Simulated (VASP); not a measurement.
Input:

```
CELL_PARAMETERS angstrom
     -1.62973     1.62973     2.49290
      1.62973    -1.62973     2.49290
      1.62973     1.62973    -2.49290
ATOMIC_POSITIONS crystal
  In 0.00000 0.00000 0.00000
```

These are PBE GGA, VASP's PBE PAW potentials (set 64) (plane waves; VASP 6.6.1) values and carry that method's errors. Run with 180 eV cut-off, 11×11×11 Γ-centred mesh, Fermi-Dirac smearing of 0.14 eV, potentials In_d.

At this cut-off the stress carries a Pulay error, which pulls relaxed volumes low. Energy and stress use the plane-wave basis of the starting cell.

**Question.** The ions, cell shape and volume are relaxed. What does this cell relax into?

**Answer.** 
```
CELL_PARAMETERS angstrom
     -1.52207     1.52207     2.31484
      1.52207    -1.52207     2.31484
      1.52207     1.52207    -2.31484
ATOMIC_POSITIONS crystal
  In 0.00000 0.00000 0.00000
```
Space group I4/mmm (139), at a tolerance of 0.03 Å.

**Question.** How do energy and volume change from the first to the last step?

**Answer.** The energy (σ→0) changes by -912.3 meV/atom and the volume by -19.0 %, in 11 ionic steps.

The structure comes from a computed database's In entry; how it stands against other phases isn't given here. This run relaxes it. Symmetry was kept, so distortions that lower it aren't found. The run is one of a series of settings (EDIFFG = -0.01, ENCUT = 180, IBRION = 2, ISIF = 3, NSW = 50 against the base run), some of them coarse on purpose.
